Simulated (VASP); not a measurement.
Method: LDA (Ceperley-Alder, Perdew-Zunger), VASP's LDA PAW potentials (set 64) (plane waves; VASP).

A VASP calculation is set up with these files.

**INCAR**
```
ALGO=Normal
EDIFF=1E-8
ENCUT=400
ISMEAR=0
LASPH=.TRUE.
LCHARG=.FALSE.
LEPSILON=.TRUE.
LMAXMIX=4
LREAL=.FALSE.
LWAVE=.FALSE.
NELM=100
PREC=Accurate
SIGMA=0.01
SYSTEM=KI
```

File KPOINTS:
```
Automatic mesh
0
Gamma
7 7 7
0 0 0
```

File POSCAR:
```
KI
1
    0.0000000000     3.4131960310     3.4131960310
    3.4131960310     0.0000000000     3.4131960310
    3.4131960310     3.4131960310     0.0000000000
K I
1 1
Direct
  0.0000000000   0.0000000000   0.0000000000
  0.5000000000   0.5000000000   0.5000000000
```

POTCAR, in this order: K_sv I (LDA.64 set). Program: vasp_std.

The run wrote:

File OUTCAR:
```


 HEAD OF MICROSCOPIC STATIC DIELECTRIC TENSOR (INDEPENDENT PARTICLE, excluding Hartree and local field effects)
 ------------------------------------------------------
           3.542323     0.000000    -0.000000
           0.000000     3.542323     0.000000
          -0.000000    -0.000000     3.542323
 ------------------------------------------------------

 MACROSCOPIC STATIC DIELECTRIC TENSOR (including local field effects in DFT)
 ------------------------------------------------------
           3.117964    -0.000000     0.000000
           0.000000     3.117964     0.000000
          -0.000000     0.000000     3.117964
 ------------------------------------------------------

 PIEZOELECTRIC TENSOR (including local field effects)  for field in x, y, z        (e  Angst)
          XX          YY          ZZ          XY          YZ          ZX
  --------------------------------------------------------------------------------
  x     0.00000     0.00000     0.00000     0.00000     0.00000     0.00000
  y     0.00000     0.00000     0.00000     0.00000     0.00000     0.00000
  z     0.00000     0.00000     0.00000     0.00000     0.00000     0.00000

 PIEZOELECTRIC TENSOR (including local field effects)  for field in x, y, z        (C/m^2)
          XX          YY          ZZ          XY          YZ          ZX
  --------------------------------------------------------------------------------
  x     0.00000     0.00000     0.00000     0.00000     0.00000     0.00000
  y     0.00000     0.00000     0.00000     0.00000     0.00000     0.00000
  z     0.00000     0.00000     0.00000     0.00000     0.00000     0.00000

 BORN EFFECTIVE CHARGES (including local field effects) (in |e|, cummulative output)
 ---------------------------------------------------------------------------------
 ion    1
    1     1.10640    -0.00000     0.00000
    2    -0.00000     1.10640     0.00000
    3     0.00000    -0.00000     1.10640
 ion    2
    1    -1.10640     0.00000    -0.00000
    2     0.00000    -1.10640    -0.00000
    3    -0.00000     0.00000    -1.10640
```
(Selected blocks of OUTCAR.)

The compound is KI in the rock salt structure. It was relaxed first, which changed the volume by -10 %.
